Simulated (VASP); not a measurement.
Here is the system:

```xyz
1
Lattice="0.0000 2.6368 2.6368 2.6368 0.0000 2.6368 2.6368 2.6368 0.0000" Properties=species:S:1:pos:R:3 pbc="T T T"
Yb     2.6368     5.2736     2.6368
```

Computed with r2SCAN meta-GGA, VASP's PBE PAW potentials (set 64) (plane waves; VASP). Settings: 520 eV cut-off, 12×12×12 Γ-centred mesh, first-order Methfessel-Paxton smearing of 0.10 eV, potentials Yb_2.

The 4f electrons are frozen in the core of the lanthanide potential, so 4f levels, which can set the real gap, and their magnetism are missing.

Problem. Estimate the energy per atom (σ→0), pressure, band gap (on the k-mesh) with the smallest direct gap where there is one.

Solution. 
```json
{
  "band gap (on the k-mesh)": "none (metal, semimetal or under 0.01 eV)",
  "energy per atom (σ→0)": "-33.448 eV/atom",
  "pressure": "1.12 GPa"
}
```

The absolute energy has meaning only against runs of the same code, potentials and settings.

The compound is Yb in the fcc structure. This cell is one point of a volume scan, at 0.94 of the reference volume.
